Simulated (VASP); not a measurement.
All values below come from vdW-DF2, VASP's PBE PAW potentials (set 64) (plane waves; VASP 6.6.1).

Input for VASP

**KPOINTS**
```
Automatic
0
gamma
 7 7 7
```

**POSCAR**
```
BaF2
1
    0.0000000000     3.1753729188     3.1753729188
    3.1753729188     0.0000000000     3.1753729188
    3.1753729188     3.1753729188     0.0000000000
Ba F
1 2
Direct
  0.0000000000   1.0000000000   0.0000000000
  0.2500000000   0.2500000000   0.2500000000
  0.7500000000   0.7500000000   0.7500000000
```

INCAR:
```
! general
SYSTEM    =  BaF2
PREC      =  Accurate
ENCUT     =  520
LREAL     =  .FALSE.   ! projection in real space or not
LASPH     =  .TRUE.   ! aspherical one-centre terms

! electronic loop
EDIFF     =  1E-7   ! SCF stop (eV)
NELM      =  100
ALGO      =  Normal
LMAXMIX   =  4   ! l cut-off of mixed one-centre charges

! smearing
ISMEAR    =  -5   ! tetrahedra, Bloechl

! functional
GGA       =  ML
LUSE_VDW  =  .TRUE.
AGGAC     =  0.0
ZAB_VDW   =  -1.8867

! ions
ISIF      =  2   ! forces and stress, cell fixed

! output
LWAVE     =  .FALSE.
LCHARG    =  .TRUE.
LORBIT    =  11
NEDOS     =  601   ! DOS grid

! other
LEFG      =  .TRUE.
```

POTCAR, in this order: Ba_sv F (PBE.64 set). Program: vasp_std.

Problem. Predict the energy per atom (σ→0).

Solution. 
energy per atom (σ→0): -4.028 eV/atom

File OSZICAR:
```
...
DAV:   8    -0.120910023678E+02    0.64968E-01   -0.14908E-01   672   0.423E+00    0.355E-01
DAV:   9    -0.120861435972E+02    0.48588E-02   -0.17354E-02   752   0.936E-01    0.137E-01
DAV:  10    -0.120842390140E+02    0.19046E-02   -0.54484E-03   648   0.554E-01    0.713E-02
DAV:  11    -0.120840895790E+02    0.14944E-03   -0.98415E-04   856   0.217E-01    0.136E-02
DAV:  12    -0.120840831317E+02    0.64473E-05   -0.25990E-05   672   0.447E-02    0.910E-03
DAV:  13    -0.120840812383E+02    0.18933E-05   -0.89315E-06   776   0.189E-02    0.822E-04
DAV:  14    -0.120840812687E+02   -0.30336E-07   -0.30019E-07   736   0.478E-03
   1 F= -.12084081E+02 E0= -.12084081E+02  d E =0.000000E+00
```

The compound is BaF2 in the fluorite structure. It was relaxed first, which changed the volume by +7 %.
